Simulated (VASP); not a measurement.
Level of theory: PBE GGA, VASP's PBE PAW potentials (set 64) (plane waves; VASP 6.6.1).

Input for VASP

INCAR:
```
! general
SYSTEM  = Sn
PREC    = Accurate
ENCUT   = 520   ! plane-wave cut-off (eV)
LREAL   = .FALSE.   ! projection in real space or not
LASPH   = .TRUE.

! electronic loop
EDIFF   = 1E-7
NELM    = 100   ! most electronic steps
ALGO    = Normal   ! blocked Davidson
LMAXMIX = 4

! smearing
ISMEAR  = -5   ! tetrahedra, Bloechl

! functional
GGA     = PE

! ions
ISIF    = 2   ! forces and stress, cell fixed

! output
LWAVE   = .FALSE.
LCHARG  = .TRUE.
LORBIT  = 11   ! lm-projected
NEDOS   = 601   ! DOS grid
```

POSCAR:
```
Sn
2.963890
 -1.0000000803   1.0000000803   0.5445204680
  1.0000000803  -1.0000000803   0.5445204680
  1.0000000803   1.0000000803  -0.5445204680
Sn
2
Cart
  1.0000000803   0.0000000000   0.2722602340
  0.0000000000   0.0000000000   0.0000000000
```

File KPOINTS:
```
Automatic mesh
0
Gamma
14 14 14
0 0 0
```

POTCAR, in this order: Sn_d (PBE.64 set). Program: vasp_std.

What will the output report for the number of irreducible k-points (NKPTS), largest plane-wave count, number of space-group operations, FFT grid (NGX, NGY, NGZ)?

```
Quantity                                      Result
--------------------------------------  ------------
number of irreducible k-points (NKPTS)           244
largest plane-wave count                        1545
number of space-group operations                  16
FFT grid (NGX, NGY, NGZ)                36 × 36 × 36
```

The compound is Sn in the beta structure. It was relaxed first.
